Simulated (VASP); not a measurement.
All values below come from PBE GGA with D4 dispersion, VASP's PBE PAW potentials (set 64) (plane waves; VASP 6.6.1).

The input files of a VASP run:

**INCAR**
```
SYSTEM=MnF2
PREC=Accurate; ENCUT=520; LREAL=.FALSE.
LASPH=.TRUE.
EDIFF=1E-6; NELM=100; ALGO=Normal
LMAXMIX=4
ISMEAR=0; SIGMA=0.05
GGA=PE; IVDW=13
MAGMOM=5.0 -5.0 4*0.0
ISPIN=2
IBRION=2; NSW=60; ISIF=3
EDIFFG=-0.02
LWAVE=.FALSE.; LCHARG=.FALSE.; LORBIT=10
```

POSCAR:
```
MnF2
1.0
  4.8879733714   0.0000000000   0.0000000000
  0.0000000000   4.8879733714   0.0000000000
  0.0000000000   0.0000000000   3.3274294489
Mn F
2 4
direct
  0.0000000000   0.0000000000   0.0000000000
  0.5000000000   0.5000000000   0.5000000000
  0.3042773278   0.3042773278   0.0000000000
  0.8042773278   0.1957226722   0.5000000000
  0.1957226722   0.8042773278   0.5000000000
  0.6957226722   0.6957226722   0.0000000000
```

### KPOINTS
```
Automatic mesh
0
Gamma
4 4 6
0 0 0
```

POTCAR, in this order: Mn_pv F (PBE.64 set). Program: vasp_std.

The run wrote:

File OSZICAR:
```
       N       E                     dE             d eps       ncg     rms          rms(c)
DAV:   1     0.713451013466E+03    0.71345E+03   -0.31457E+04  3144   0.190E+03
DAV:   2     0.310984081309E+02   -0.68235E+03   -0.65871E+03  3440   0.549E+02
DAV:   3    -0.413502699336E+02   -0.72449E+02   -0.71683E+02  3520   0.186E+02
DAV:   4    -0.432173709748E+02   -0.18671E+01   -0.18240E+01  3616   0.303E+01
DAV:   5    -0.432509148057E+02   -0.33544E-01   -0.33536E-01  3328   0.445E+00    0.202E+01
DAV:   6    -0.392276963369E+02    0.40232E+01   -0.24778E+01  3696   0.359E+01    0.141E+01
DAV:   7    -0.394059190176E+02   -0.17822E+00   -0.19866E+00  3224   0.103E+01    0.101E+01
DAV:   8    -0.390631827052E+02    0.34274E+00   -0.86878E-01  3160   0.872E+00    0.371E+00
DAV:   9    -0.394298328306E+02   -0.36665E+00   -0.24699E-01  3608   0.535E+00    0.127E+00
DAV:  10    -0.394321379074E+02   -0.23051E-02   -0.30126E-02  3320   0.115E+00    0.188E-01
DAV:  11    -0.394324124214E+02   -0.27451E-03   -0.10953E-03  3552   0.284E-01    0.719E-02
DAV:  12    -0.394326470579E+02   -0.23464E-03   -0.12396E-04  3248   0.817E-02    0.484E-02
DAV:  13    -0.394326773306E+02   -0.30273E-04   -0.41775E-05  3464   0.413E-02    0.145E-02
DAV:  14    -0.394326828978E+02   -0.55671E-05   -0.66942E-06  3080   0.215E-02    0.573E-03
DAV:  15    -0.394326829426E+02   -0.44883E-07   -0.11871E-06  2024   0.847E-03
   1 F= -.40357169E+02 E0= -.40357169E+02  d E =-.403572E+02  mag=     0.0000
       N       E                     dE             d eps       ncg     rms          rms(c)
DAV:   1    -0.394357356033E+02   -0.30527E-02   -0.27392E-01  3320   0.450E+00    0.641E-01
DAV:   2    -0.394309827646E+02    0.47528E-02   -0.18271E-02  3352   0.105E+00    0.389E-01
DAV:   3    -0.394308780078E+02    0.10476E-03   -0.15578E-03  3616   0.338E-01    0.142E-01
DAV:   4    -0.394308051628E+02    0.72845E-04   -0.88182E-05  3944   0.776E-02    0.903E-02
DAV:   5    -0.394307794203E+02    0.25743E-04   -0.31779E-05  3416   0.505E-02    0.286E-02
DAV:   6    -0.394307808185E+02   -0.13982E-05   -0.64944E-06  3464   0.220E-02    0.450E-03
DAV:   7    -0.394307810396E+02   -0.22113E-06   -0.30906E-07  1664   0.537E-03
   2 F= -.40357755E+02 E0= -.40357755E+02  d E =-.585982E-03  mag=     0.0000
       N       E                     dE             d eps       ncg     rms          rms(c)
DAV:   1    -0.394313993402E+02   -0.61852E-03   -0.11818E-01  3336   0.296E+00    0.420E-01
DAV:   2    -0.394293534062E+02    0.20459E-02   -0.78492E-03  3368   0.688E-01    0.256E-01
DAV:   3    -0.394293078050E+02    0.45601E-04   -0.67093E-04  3616   0.221E-01    0.935E-02
DAV:   4    -0.394292766161E+02    0.31189E-04   -0.38318E-05  3952   0.512E-02    0.596E-02
DAV:   5    -0.394292662366E+02    0.10379E-04   -0.13855E-05  3408   0.334E-02    0.188E-02
DAV:   6    -0.394292667572E+02   -0.52058E-06   -0.27659E-06  2816   0.145E-02
   3 F= -.40357882E+02 E0= -.40357882E+02  d E =-.713554E-03  mag=     0.0000
       N       E                     dE             d eps       ncg     rms          rms(c)
DAV:   1    -0.394308754477E+02   -0.16092E-02   -0.21230E-01  3104   0.341E+00    0.255E-01
DAV:   2    -0.394305235932E+02    0.35185E-03   -0.66529E-03  3216   0.600E-01    0.146E-01
DAV:   3    -0.394304899334E+02    0.33660E-04   -0.31125E-04  3728   0.154E-01    0.616E-02
DAV:   4    -0.394304727362E+02    0.17197E-04   -0.19320E-05  3952   0.373E-02    0.376E-02
DAV:   5    -0.394304664392E+02    0.62970E-05   -0.74408E-06  3720   0.247E-02    0.133E-02
DAV:   6    -0.394304666628E+02   -0.22360E-06   -0.11597E-06  1944   0.901E-03
   4 F= -.40358167E+02 E0= -.40358167E+02  d E =-.284555E-03  mag=     0.0000
```

OUTCAR:
```
------------------------ aborting loop because EDIFF is reached ----------------------------------------
  Edisp (eV):   -0.92770
  FORCE on cell =-STRESS in cart. coord.  units (eV):
  Direction    XX          YY          ZZ          XY          YZ          ZX
  --------------------------------------------------------------------------------------
  Total       0.03970     0.03970    -0.00794     0.00000     0.00000     0.00000
  in kB       0.80286     0.80286    -0.16051     0.00000     0.00000     0.00000
  external pressure =        0.48 kB  Pullay stress =        0.00 kB
  volume of cell :       79.22
      direct lattice vectors                 reciprocal lattice vectors
     4.884896926 -0.000000000  0.000000000     0.204712610  0.000000000  0.000000000
     0.000000000  4.884896926  0.000000000     0.000000000  0.204712610  0.000000000
     0.000000000  0.000000000  3.319709101     0.000000000  0.000000000  0.301231213
 POSITION                                       TOTAL-FORCE (eV/Angst)
 -----------------------------------------------------------------------------------
      0.00000      4.88490      0.00000        -0.000000      0.000000     -0.000000
      2.44245      2.44245      1.65985        -0.000000      0.000000     -0.000000
      1.48191      1.48191      3.31971        -0.007805     -0.007805      0.000000
      3.92436      0.96054      1.65985        -0.007805      0.007805     -0.000000
      0.96054      3.92436      1.65985         0.007805     -0.007805     -0.000000
      3.40299      3.40299      0.00000         0.007805      0.007805     -0.000000
 -----------------------------------------------------------------------------------
    total drift:                                0.000000      0.000000      0.000000
  FREE ENERGIE OF THE ION-ELECTRON SYSTEM (eV)
  ---------------------------------------------------
  free  energy   TOTEN  =       -40.3581668511 eV

  energy  without entropy=      -40.3581668511  energy(sigma->0) =      -40.35816685

 total charge

# of ion       s       p       d       tot
------------------------------------------
    1        0.160   6.142   4.956  11.258
    2        0.160   6.142   4.956  11.258
    3        1.735   4.362   0.000   6.097
    4        1.735   4.362   0.000   6.097
    5        1.735   4.362   0.000   6.097
    6        1.735   4.362   0.000   6.097
--------------------------------------------------
tot          7.261  29.733   9.912  46.905

 magnetization (x)

# of ion       s       p       d       tot
------------------------------------------
    1        0.017   0.016   4.505   4.538
    2       -0.017  -0.016  -4.505  -4.538
    3       -0.002  -0.024   0.000  -0.026
    4        0.002   0.024   0.000   0.026
    5        0.002   0.024   0.000   0.026
    6       -0.002  -0.024   0.000  -0.026
--------------------------------------------------
tot          0.000   0.000   0.000   0.000

 reached required accuracy - stopping structural energy minimisation
```
(Selected blocks of OUTCAR.)

### CONTCAR
```
MnF2
   1.00000000000000
     4.8848969261659834   -0.0000000000000000    0.0000000000000000
     0.0000000000000000    4.8848969261659834    0.0000000000000000
     0.0000000000000000    0.0000000000000000    3.3197091012885100
  Mn              F
     2     4
Direct
     0.0000000000000000    1.0000000000000000    0.0000000000000000
     0.5000000000000000    0.5000000000000000    0.5000000000000000
     0.3033658922575803    0.3033658922575803    1.0000000000000000
     0.8033658922575804    0.1966341077424197    0.5000000000000000
     0.1966341077424197    0.8033658922575804    0.5000000000000000
     0.6966341077424196    0.6966341077424196    0.0000000000000000
```

### OUTCAR
```
 val. band max:        2.6202968173   @ k =   0.2500   0.2500   0.5000

 cond. band min:       4.8725860598   @ k =   0.0000   0.0000   0.0000


 Fermi energy:         3.0013745371

 spin component 1

 k-point     1 :       0.0000    0.0000    0.0000
  band No.  band energies     occupation
      1     -46.8247      1.00000
      2     -46.7542      1.00000
      3     -46.7526      1.00000
      4     -41.9009      1.00000
      5     -41.8340      1.00000
      6     -41.8324      1.00000
      7     -21.2629      1.00000
      8     -20.7563      1.00000
      9     -20.7422      1.00000
     10     -20.6885      1.00000
     11      -4.7043      1.00000
     12      -3.7391      1.00000
     13      -3.2766      1.00000
     14      -3.1680      1.00000
     15      -2.7470      1.00000
     16      -2.7301      1.00000
     17      -2.6953      1.00000
     18      -2.6753      1.00000
     19      -1.8082      1.00000
     20      -1.4346      1.00000
     21      -1.4204      1.00000
     22      -1.1273      1.00000
     23       0.9816      1.00000
     24       1.2278      1.00000
     25       1.3902      1.00000
     26       2.2794      1.00000
     27       2.5561      1.00000
     28       4.8726      0.00000
     29       5.2248      0.00000
     30       5.7195      0.00000
     31       5.7211      0.00000
     32       6.6498      0.00000

 k-point     2 :       0.2500    0.0000    0.0000
  band No.  band energies     occupation
      1     -46.8247      1.00000
      2     -46.7542      1.00000
      3     -46.7526      1.00000
      4     -41.9010      1.00000
      5     -41.8341      1.00000
      6     -41.8324      1.00000
      7     -21.1957      1.00000
      8     -20.8463      1.00000
      9     -20.7252      1.00000
     10     -20.6893      1.00000
     11      -4.4853      1.00000
     12      -3.7440      1.00000
     13      -3.1828      1.00000
     14      -3.1485      1.00000
...
```

The compound is MnF2 in the rutile structure. This run relaxes it. Symmetry was kept, so distortions that lower it aren't found. The start is the result of an earlier pass.
